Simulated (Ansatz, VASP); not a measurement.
# Two plane-wave programs on AlB2P3

```
Al B P
1.0
    -1.75131    1.75131    7.43017
     1.75131   -1.75131    7.43017
     1.75131    1.75131   -7.43017
Al B P
1 2 3
Direct
  0.00000 0.00000 0.00000
  0.66667 0.66667 0.00000
  0.33333 0.33333 0.00000
  0.41667 0.91667 0.50000
  0.08333 0.58333 0.50000
  0.75000 0.25000 0.50000
```

Alike in both runs: task single point; functional PBE; k mesh 8 × 8 × 8; occupations gaussian, width 0.1 eV; no spin polarisation.

```csv
,VASP,Ansatz
version,VASP 6.6.1,Ansatz 0.2.0
potentials or method,"VASP PAW PBE potentials, release 64 (Al, B, P)","scalar-relativistic, plane waves, PAW"
plane-wave cutoff (eV),520,420
valence electrons in the cell,24,24
```

```csv
,VASP,Ansatz,Ansatz less VASP
gap on the k mesh at the Fermi level (eV),1.27,1.27,+0.002
least direct gap on the mesh (eV),1.48,1.48,+0.004
pressure (GPa),0.8,1.0,+0.13
largest component of the traceless stress (GPa),0.77,0.78,+0.006
rms of the force components (eV/Å),1.649,1.652,+0.0026
```

Atom by atom the forces differ by 0.003 eV/Å (rms over components).

Caveats: forces of over 1 eV/Å show positions far from the minimum, so gaps and moduli don't describe the material at rest. A k mesh can miss the band edges. As with any semilocal functional, this PBE gap is likely too small.
